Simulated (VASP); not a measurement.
Method: r2SCAN meta-GGA, VASP's PBE PAW potentials (set 64) (plane waves; VASP).

A VASP calculation is set up with these files.

### KPOINTS
```
Automatic
0
Gamma
  8 8 8
```

POSCAR:
```
Cs
1
   -3.0500000000     3.0500000000     3.0500000000
    3.0500000000    -3.0500000000     3.0500000000
    3.0500000000     3.0500000000    -3.0500000000
Cs
1
Direct
  0.0000000000   0.0000000000   0.0000000000
```

### INCAR
```
ALGO = Normal
EDIFF = 1E-6
EDIFFG = -0.01
ENCUT = 480
IBRION = 2
ISIF = 3
ISMEAR = 1
LASPH = .True.
LCHARG = .False.
LMAXMIX = 4
LMIXTAU = .True.
LREAL = .False.
LWAVE = .False.
METAGGA = R2SCAN
NELM = 100
NSW = 60
PREC = Accurate
SIGMA = 0.1
SYSTEM = Cs
```

POTCAR, in this order: Cs_sv (PBE.64 set). Program: vasp_std.

Energy and stress use the plane-wave basis of the starting cell. Unless said otherwise, spin-orbit coupling is left out, though it shifts the bands of the heavy elements here.

Q: Estimate the energy per atom (σ→0), volume per atom, band gap (on the k-mesh).

A: 
```yaml
energy per atom (σ→0): -25.011 eV/atom
band gap (on the k-mesh): none (metal, semimetal or under 0.01 eV)
volume_per_atom: 123.10 Å³/atom
```

OSZICAR:
```
...
DAV:   5    -0.250120210061E+02   -0.43366E-03   -0.22668E-04   512   0.158E-01    0.112E-02
DAV:   6    -0.250117577720E+02    0.26323E-03   -0.67155E-04   464   0.293E-01    0.446E-03
DAV:   7    -0.250117524617E+02    0.53103E-05   -0.65030E-05   464   0.948E-02    0.948E-04
DAV:   8    -0.250118111264E+02   -0.58665E-04   -0.17166E-04   464   0.136E-01    0.103E-03
DAV:   9    -0.250117472264E+02    0.63900E-04   -0.10366E-04   464   0.105E-01    0.387E-04
DAV:  10    -0.250117453403E+02    0.18861E-05   -0.17379E-06   616   0.197E-02    0.316E-04
DAV:  11    -0.250117453732E+02   -0.32857E-07   -0.14635E-08   336   0.924E-04
   4 F= -.25011745E+02 E0= -.25010878E+02  d E =-.505640E-02
```

The compound is Cs in the bcc structure. This run relaxes it. Symmetry was kept, so distortions that lower it aren't found.
